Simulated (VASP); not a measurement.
Si2P: relaxation of cell and atoms with PBE

The system is Si2P.

```
CELL_PARAMETERS angstrom
0.00000 3.22738 3.22738
3.22738 0.00000 3.22738
3.22738 3.22738 0.00000
ATOMIC_POSITIONS crystal
Si 0.75000 0.75000 0.75000
Si 0.25000 0.25000 0.25000
P 0.00000 0.00000 0.00000
```

The cell was built by a generator and needn't be a form met in nature.

```
Program                : VASP 6.6.1
Task                   : relaxation of cell and atoms
Functional             : PBE
Potentials or basis    : VASP PAW PBE potentials, release 64 (Si, P)
Cutoff                 : 520 eV
k mesh                 : 6 × 6 × 6
Occupations            : gaussian, width 0.15 eV
Spin                   : no spin polarisation
Further INCAR settings : PREC = Normal; ALGO = Fast; EDIFF = 0.0001; IBRION = 2; EDIFFG = -0.08; NSW = 24; ISIF = 3
```

```yaml
Relaxed_volume: 16.15 Å³/atom
Relaxed_cell: a = 4.092 Å, b = 4.092 Å, c = 4.092 Å, α = 60.00°, β = 60.00°, γ = 60.00°
Space_group_after_relaxing_to_0.05_Å: Fm-3m (No. 225)
Energy_gained_by_relaxing: 305.4 meV/atom
Ionic_steps: 4
Pressure_after_relaxing: -0.1 GPa
Band_gap_on_the_k_mesh: none (metal or under the smearing width)
```

Step by step:
| step | energy change (eV) | largest force (eV/Å) | pressure (GPa) | volume (Å³) |
| --- | --- | --- | --- | --- |
| 1 | 0.0000 | 0.0000 | -11.04 | 67.23 |
| 2 | -0.8085 | 0.0000 | -6.41 | 53.30 |
| 3 | -0.9124 | 0.0000 | 1.43 | 47.54 |
| 4 | -0.9162 | 0.0000 | -0.09 | 48.46 |

Final structure:
```
Si P
1.0
     0.00000    2.89377    2.89377
     2.89377    0.00000    2.89377
     2.89377    2.89377    0.00000
Si P
2 1
Direct
  0.75000 0.75000 0.75000
  0.25000 0.25000 0.25000
  0.00000 0.00000 0.00000
```

Levels at points of the mesh, in eV from the Fermi level:
```csv
k point,band 2,band 3,band 4,band 5,band 6,band 7,band 8,band 9,band 10
"(0.00, 0.00, 0.00)",-3.19,-3.19,-3.19,-2.61,-1.92,-1.92,-1.92,-1.81,4.25
"(0.50, 0.00, 0.00)",-10.14,-4.57,-4.48,-4.48,-1.16,-1.16,1.15,4.94,5.18
"(0.50, 0.50, 0.00)",-10.17,-6.12,-6.12,-6.01,-2.58,4.60,4.60,4.84,5.32
```

Wall time 8.4 s on 1 thread of AMD EPYC 9R45 96-Core Processor (Zen 5), with other jobs on the host, peak memory 0.12 GiB.

Caveat: the volume moved by over 15 % at a fixed basis, so the end points are rough; the relaxation stopped at a loose force limit of 0.08 eV/Å, so its end isn't a converged minimum.
